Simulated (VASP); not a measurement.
## The low-index faces of Ag

How do surface energy, work function and relaxation of Ag depend on the face?

Calculated with VASP 6.6.1; PBEsol; plane waves and PAW (Ag).

## 1. Starting point

Symmetry: Fm-3m, No. 225, cubic system. The conventional cell has a = 4.090 Å, b = 4.090 Å, c = 4.090 Å, α = 90.00°, β = 90.00°, γ = 90.00°. Nearest to Ag lie 12 Ag at 2.89 Å.

## 2. The bulk reference, job relaxation, k-mesh 16×16×16

The bulk crystal is relaxed first, so that the slabs are cut at this functional's lattice.

The input, INCAR:

```
SYSTEM = Ag
PREC = Accurate
ENCUT = 420
EDIFF = 1E-06
NELM = 120
ISMEAR = 1
SIGMA = 0.15
LREAL = .FALSE.
ALGO = Normal
GGA = PS
NBANDS = 11
LASPH = .TRUE.
LORBIT = 11
LWAVE = .FALSE.
LCHARG = .FALSE.
KPAR = 4
IBRION = 2
NSW = 30
ISIF = 3
EDIFFG = -0.01
POTIM = 0.4
```

The input, POSCAR:

```
Ag
1.0
    0.0000000000      2.0450000000      2.0450000000
    2.0450000000      0.0000000000      2.0450000000
    2.0450000000      2.0450000000      0.0000000000
Ag
1
Direct
    0.0000000000      0.0000000000      0.0000000000
```

The input, KPOINTS:

```
Automatic mesh
0
Gamma
16 16 16
0 0 0
```

Potentials, in the order of the species: Ag (PBE family, release 64).

Command:

```sh
$ mpirun -np 4 vasp_std
```

The log of the run:

```text
[banner, memory and clock lines left out]
running    4 mpi-ranks, on    1 nodes
 distrk:  each k-point on    1 cores,    4 groups
 distr:  one band on    1 cores,    1 groups

 POSCAR found type information on POSCAR Ag
 POSCAR found :  1 types and       1 ions
|                                                                             |
|               ----> ADVICE to this user running VASP <----                  |
|                                                                             |
|     You enforced a specific xc type in the INCAR file but a different       |
|     [... a line on the potential file left out ...]
|     I HOPE YOU KNOW WHAT YOU ARE DOING!                                     |
|                                                                             |

 LDA part: xc-table for (Slater+PW92), standard interpolation
 POSCAR, INCAR and KPOINTS ok, starting setup
 FFT: planning ... GRIDC
 FFT: planning ... GRID_SOFT
 FFT: planning ... GRID
 WAVECAR not read
 entering main loop
       N       E                     dE             d eps       ncg     rms          rms(c)
DAV:   1     0.418497051032E+02    0.41850E+02   -0.49506E+03  3334   0.755E+02
DAV:   2    -0.307462628901E+01   -0.44924E+02   -0.42478E+02  3517   0.177E+02
DAV:   3    -0.365383542157E+01   -0.57921E+00   -0.57888E+00  3594   0.219E+01
DAV:   4    -0.365542686453E+01   -0.15914E-02   -0.15914E-02  3490   0.121E+00
DAV:   5    -0.365543952612E+01   -0.12662E-04   -0.12662E-04  3597   0.971E-02    0.551E+00
DAV:   6    -0.331955163279E+01    0.33589E+00   -0.14564E+00  3373   0.113E+01    0.330E+00
DAV:   7    -0.330986717482E+01    0.96845E-02   -0.10051E-02  3586   0.954E-01    0.188E+00
DAV:   8    -0.330591416338E+01    0.39530E-02   -0.72497E-04  3442   0.197E-01    0.886E-02
DAV:   9    -0.330592363528E+01   -0.94719E-05   -0.10346E-05  3576   0.248E-02    0.159E-02
DAV:  10    -0.330592589554E+01   -0.22603E-05   -0.22672E-06  3525   0.133E-02    0.447E-03
DAV:  11    -0.330592575788E+01    0.13766E-06   -0.75359E-08  1802   0.246E-03
   1 F= -.33059258E+01 E0= -.33057707E+01  d E =-.330593E+01
 curvature:   0.00 expect dE= 0.000E+00 dE for cont linesearch  0.000E+00
 trial: gam= 0.00000 g(F)=  0.938E-64 g(S)=  0.137E-01 ort = 0.000E+00 (trialstep = 0.100E+01)
 search vector abs. value=  0.137E-01
 bond charge predicted
       N       E                     dE             d eps       ncg     rms          rms(c)
DAV:   1    -0.355926194260E+01   -0.25334E+00   -0.40377E+00  3328   0.213E+01    0.316E+00
DAV:   2    -0.331601836339E+01    0.24324E+00   -0.10320E+00  3295   0.942E+00    0.828E-01
DAV:   3    -0.331142144971E+01    0.45969E-02   -0.79261E-03  3613   0.773E-01    0.539E-01
DAV:   4    -0.331010305477E+01    0.13184E-02   -0.21200E-03  3373   0.316E-01    0.546E-02
DAV:   5    -0.331009317499E+01    0.98798E-05   -0.13459E-05  3484   0.320E-02    0.262E-02
DAV:   6    -0.331009590589E+01   -0.27309E-05   -0.84548E-07  3463   0.669E-03    0.306E-03
DAV:   7    -0.331009601581E+01   -0.10992E-06   -0.36132E-08  1799   0.166E-03
   2 F= -.33100960E+01 E0= -.33099089E+01  d E =-.417026E-02
 trial-energy change:   -0.004170  1 .order   -0.003883   -0.013654    0.005888
 step:   0.7166(harm=  0.6987)  dis= 0.00000  next Energy=    -3.310924 (dE=-0.500E-02)
 bond charge predicted
       N       E                     dE             d eps       ncg     rms          rms(c)
DAV:   1    -0.333056384081E+01   -0.20468E-01   -0.32545E-01  3319   0.615E+00    0.900E-01
DAV:   2    -0.331153295342E+01    0.19031E-01   -0.73901E-02  3295   0.257E+00    0.291E-01
DAV:   3    -0.331105573055E+01    0.47722E-03   -0.10058E-03  3640   0.281E-01    0.193E-01
DAV:   4    -0.331092607139E+01    0.12966E-03   -0.15835E-04  3388   0.964E-02    0.849E-03
DAV:   5    -0.331092626979E+01   -0.19840E-06   -0.23601E-06  3491   0.135E-02
   3 F= -.33109263E+01 E0= -.33107511E+01  d E =-.500051E-02
 curvature:  -0.35 expect dE=-0.177E-05 dE for cont linesearch -0.177E-05
 trial: gam= 0.00000 g(F)=  0.704E-63 g(S)=  0.509E-05 ort =-0.264E-03 (trialstep = 0.943E+00)
 search vector abs. value=  0.509E-05
 reached required accuracy - stopping structural energy minimisation
```

Elapsed: 11 s, on 4 MPI ranks of AMD EPYC 9R14 (Zen 4), shared host; peak memory 0.48 GiB.

Lines that name or quote the potential files are left out of all logs, and their timing lines are given in words.

Parts of OUTCAR (step 2):

```text
ion  position               nearest neighbor table
   1  0.000  0.000  0.000-

  LATTYP: Found a face centered cubic cell.
 ALAT       =     4.0900000000

 Subroutine GETGRP returns: Found 48 space group operations
 (whereof 48 operations were pure point group operations)

The static configuration has the point symmetry O_h .

 Found    145 irreducible k-points:

   k-points           NKPTS =    145   k-points in BZ     NKDIM =    145   number of bands    NBANDS=     11

   dimension x,y,z NGX =    20 NGY =   20 NGZ =   20
   dimension x,y,z NGXF=    40 NGYF=   40 NGZF=   40

   ENCUT  =  420.0 eV  30.87 Ry    5.56 a.u.   4.83  4.83  4.83*2*pi/ulx,y,z

   NELECT =      11.0000    total number of electrons

 k-points in reciprocal lattice and weights: Automatic mesh
   0.00000000  0.00000000  0.00000000       0.000
   0.06250000  0.00000000  0.00000000       0.002
   0.12500000  0.00000000  0.00000000       0.002
   0.18750000  0.00000000  0.00000000       0.002
   0.25000000  0.00000000  0.00000000       0.002
   0.31250000  0.00000000  0.00000000       0.002
   0.37500000  0.00000000  0.00000000       0.002
   0.43750000  0.00000000  0.00000000       0.002
   0.50000000  0.00000000  0.00000000       0.001
[...]
-0.31250000  0.50000000  0.18750000       0.003
  -0.25000000  0.50000000  0.25000000       0.001

 average (electrostatic) potential at core
       1 -70.4466

 E-fermi :   8.5193

 k-point     1 :       0.0000    0.0000    0.0000
  band No.  band energies     occupation
    ...
      2       3.7256      2.00000
      3       3.7256      2.00000
      4       3.7256      2.00000
      5       4.8207      2.00000
      6       4.8207      2.00000
      7      24.6286      0.00000
      8      28.3526      0.00000
      9      28.3526      0.00000
     10      28.3526      0.00000
     11      33.2364      0.00000

 k-point     2 :       0.0625    0.0000    0.0000
  band No.  band energies     occupation
    ...
      2       3.6952      2.00000
      3       3.7611      2.00000
      4       3.7611      2.00000
      5       4.8067      2.00000
      6       4.8067      2.00000
      7      24.6638      0.00000
      8      27.3300      0.00000
      9      28.4146      0.00000
     10      28.4146      0.00000
     11      33.3420      0.00000

 k-point     3 :       0.1250    0.0000    0.0000
  band No.  band energies     occupation
    ...
      2       3.6295      2.00000
      3       3.8495      2.00000
      4       3.8495      2.00000
      5       4.7835      2.00000
      6       4.7835      2.00000
      7      24.2558      0.00000
      8      25.8296      0.00000
      9      28.5619      0.00000
     10      28.5619      0.00000
     11      32.3246      0.00000

  Total        0.0066323      0.0066323      0.0066323      0.0000000      0.0000000     -0.0000000
  in kB        0.6392933      0.6392933      0.6392933      0.0000000      0.0000000     -0.0000000
  external PRESSURE =       0.6392933 kB  Pullay stress =       0.0000000 kB

  energy-cutoff  :      420.00
  volume of cell :       16.62
      direct lattice vectors                 reciprocal lattice vectors
     0.000000000  2.025577467  2.025577467    -0.246843188  0.246843188  0.246843188
     2.025577467  0.000000000  2.025577467     0.246843188 -0.246843188  0.246843188
     2.025577467  2.025577467  0.000000000     0.246843188  0.246843188 -0.246843188

 POSITION                                       TOTAL-FORCE (eV/Angst)
 -----------------------------------------------------------------------------------
      0.00000      0.00000      0.00000         0.000000     -0.000000     -0.000000
 -----------------------------------------------------------------------------------
    total drift:                               -0.000000     -0.000000     -0.000000

  FREE ENERGIE OF THE ION-ELECTRON SYSTEM (eV)
  ---------------------------------------------------
  free  energy   TOTEN  =        -3.3109262698 eV

  energy  without entropy=       -3.3104008864  energy(sigma->0) =       -3.31075114

 reached required accuracy - stopping structural energy minimisation

 total charge
# of ion       s       p       d       tot
------------------------------------------
    1        0.425   0.319   9.147   9.891

[... 3 further parts left out ...]
```

CONTCAR:

```
Ag
   1.00000000000000
     0.0000000000000000    2.0255774669465008    2.0255774669465008
     2.0255774669465008    0.0000000000000000    2.0255774669465008
     2.0255774669465008    2.0255774669465008    0.0000000000000000
  Ag
     1
Direct
     0.0000000000000000    0.0000000000000000    0.0000000000000000
```

This run has no spin polarisation. Its electron count is odd, so without a moment it is a metal by construction. The PAW data sets were made with PBE, which is usual practice but a small mismatch for other functionals. The run keeps the 48 symmetry operations of its start, so it cannot find a distortion of lower symmetry.

The steps of the relaxation:

| step | energy less that of the first step (eV) | largest force (eV/Å) | pressure (GPa) | volume (Å³) |
| --- | --- | --- | --- | --- |
| 1 | 0.0000 | 0.0000 | -3.22 | 17.10 |
| 2 | -0.0042 | 0.0000 | 1.44 | 16.43 |
| 3 | -0.0050 | 0.0000 | 0.06 | 16.62 |

| conventional cell, symmetrised | before | after | change |
| --- | --- | --- | --- |
| a (Å) | 4.090 | 4.051 | -0.9 % |
| b (Å) | 4.090 | 4.051 | -0.9 % |
| c (Å) | 4.090 | 4.051 | -0.9 % |
| volume (Å³/atom) | 17.10 | 16.62 | -2.8 % |

The relaxed structure:

```
Ag
1.0
     0.00000    2.02558    2.02558
     2.02558    0.00000    2.02558
     2.02558    2.02558    0.00000
Ag
1
Direct
  0.00000 0.00000 0.00000
```

Numbers from this step:

```yaml
electronic_cycles: 23
electrons: 11
free_energy_toten: -3.311 eV
energy_at_zero_smearing: -3.311 eV
fermi_energy: 8.519 eV
metallic: yes
```

The run ended after 3 ionic steps, 0.005 eV below its first step, once forces and stress met EDIFFG = -0.01.

Energy at zero smearing: -3.31075 eV.

## 3. The bulk reference, job self-consistent run, k-mesh 20×20×20

The input, INCAR:

```
SYSTEM = Ag
PREC = Normal
ENCUT = 320
EDIFF = 1E-06
NELM = 120
ISMEAR = 1
SIGMA = 0.15
LREAL = .FALSE.
ALGO = Fast
GGA = PS
NBANDS = 11
LASPH = .TRUE.
LORBIT = 11
LWAVE = .FALSE.
LCHARG = .FALSE.
KPAR = 4
```

The input, POSCAR:

```
Ag
1.0
    0.0000000000      2.0255774669      2.0255774669
    2.0255774669      0.0000000000      2.0255774669
    2.0255774669      2.0255774669      0.0000000000
Ag
1
Direct
    0.0000000000      0.0000000000      0.0000000000
```

The input, KPOINTS:

```
Automatic mesh
0
Gamma
20 20 20
0 0 0
```

Command:

```sh
$ mpirun -np 4 vasp_std
```

The log of the run:

```text
[banner, memory and clock lines left out]
running    4 mpi-ranks, on    1 nodes
 distrk:  each k-point on    1 cores,    4 groups
 distr:  one band on    1 cores,    1 groups

 POSCAR found type information on POSCAR Ag
 POSCAR found :  1 types and       1 ions
 [... a notice as in an earlier step ...]

 LDA part: xc-table for (Slater+PW92), standard interpolation
 POSCAR, INCAR and KPOINTS ok, starting setup
 FFT: planning ... GRIDC
 FFT: planning ... GRID_SOFT
 FFT: planning ... GRID
 WAVECAR not read
 entering main loop
       N       E                     dE             d eps       ncg     rms          rms(c)
DAV:   1     0.307059450752E+02    0.30706E+02   -0.41827E+03  6316   0.596E+02
DAV:   2    -0.332247975815E+01   -0.34028E+02   -0.32362E+02  6286   0.150E+02
DAV:   3    -0.367135702643E+01   -0.34888E+00   -0.34879E+00  6374   0.164E+01
DAV:   4    -0.367224900643E+01   -0.89198E-03   -0.89195E-03  6183   0.846E-01
DAV:   5    -0.367225562473E+01   -0.66183E-05   -0.66177E-05  6361   0.653E-02    0.591E+00
RMM:   6    -0.333302723582E+01    0.33923E+00   -0.57916E-01  5670   0.733E+00    0.350E+00
RMM:   7    -0.332225137744E+01    0.10776E-01   -0.10136E-02  6152   0.121E+00    0.202E+00
RMM:   8    -0.331796494690E+01    0.42864E-02   -0.88691E-04  6238   0.293E-01    0.201E-01
RMM:   9    -0.331796021665E+01    0.47302E-05   -0.13236E-04  6667   0.101E-01    0.621E-02
RMM:  10    -0.331795816469E+01    0.20520E-05   -0.23710E-05  6469   0.383E-02    0.275E-02
RMM:  11    -0.331795837220E+01   -0.20751E-06   -0.61631E-06  5451   0.162E-02
   1 F= -.33179584E+01 E0= -.33180132E+01  d E =0.164610E-03
```

It took 4.8 s on 4 MPI ranks; peak memory 0.39 GiB; 15 s of CPU time.

Parts of OUTCAR (step 3):

```text
  LATTYP: Found a face centered cubic cell.
 ALAT       =     4.0511549338

The static configuration has the point symmetry O_h .

 Found    256 irreducible k-points:

   k-points           NKPTS =    256   k-points in BZ     NKDIM =    256   number of bands    NBANDS=     11

   dimension x,y,z NGX =    14 NGY =   14 NGZ =   14
   dimension x,y,z NGXF=    28 NGYF=   28 NGZF=   28

   ENCUT  =  320.0 eV  23.52 Ry    4.85 a.u.   4.18  4.18  4.18*2*pi/ulx,y,z

   NELECT =      11.0000    total number of electrons

 E-fermi :   8.5731

 k-point     1 :       0.0000    0.0000    0.0000
  band No.  band energies     occupation
    ...
      2       3.7357      2.00000
      3       3.7357      2.00000
      4       3.7357      2.00000
      5       4.8309      2.00000
      6       4.8309      2.00000
      7      24.6314      0.00000
      8      28.3515      0.00000
      9      28.3515      0.00000
     10      28.3515      0.00000
     11      33.2396      0.00000

 k-point     2 :       0.0500    0.0000    0.0000
  band No.  band energies     occupation
    ...
      2       3.7147      2.00000
      3       3.7577      2.00000
      4       3.7577      2.00000
      5       4.8209      2.00000
      6       4.8209      2.00000
      7      24.6592      0.00000
      8      27.6508      0.00000
      9      28.3917      0.00000
     10      28.3918      0.00000
     11      33.4454      0.00000

  Total       -0.0457826     -0.0457826     -0.0457826     -0.0000000      0.0000000     -0.0000000
  in kB       -4.4130101     -4.4130101     -4.4130101     -0.0000000      0.0000000     -0.0000000
  external PRESSURE =      -4.4130101 kB  Pullay stress =       0.0000000 kB

  energy-cutoff  :      320.00
  volume of cell :       16.62
      direct lattice vectors                 reciprocal lattice vectors
     0.000000000  2.025577467  2.025577467    -0.246843188  0.246843188  0.246843188
     2.025577467  0.000000000  2.025577467     0.246843188 -0.246843188  0.246843188
     2.025577467  2.025577467  0.000000000     0.246843188  0.246843188 -0.246843188

 POSITION                                       TOTAL-FORCE (eV/Angst)
 -----------------------------------------------------------------------------------
      0.00000      0.00000      0.00000         0.000000      0.000000      0.000000
 -----------------------------------------------------------------------------------
    total drift:                               -0.000000     -0.000000      0.000000

  FREE ENERGIE OF THE ION-ELECTRON SYSTEM (eV)
  ---------------------------------------------------
  free  energy   TOTEN  =        -3.3179583722 eV

  energy  without entropy=       -3.3181229825  energy(sigma->0) =       -3.31801324

 total charge
# of ion       s       p       d       tot
------------------------------------------
    1        0.427   0.319   9.139   9.884

[... 2 parts as in an earlier step ...]

[... 6 further parts left out ...]
```

Numbers from this step:

| Property | Result |
| --- | --- |
| electronic cycles | 11 |
| free energy (TOTEN) | -3.318 eV |
| energy at zero smearing | -3.318 eV |
| Fermi energy | 8.573 eV |

Energy at zero smearing: -3.31801 eV.

The run ends at a pressure of -0.44 GPa.

(Part 1 of 4 ends here.)

[Lines on the potential files, build, host, timing and source positions are cut from VASP's logs without a mark.]

[Logs are printed without paths, hosts, clocks, repeated set-up lines and the standing remarks that a program may print on its own settings, such as how far it seeks lower states.]

[Hosts, paths, dates, database ids (printed as entryN), source tags and the programs' standing remarks are cut or masked in the printed files.]

[Runs that stopped without an error message from VASP are left out.]
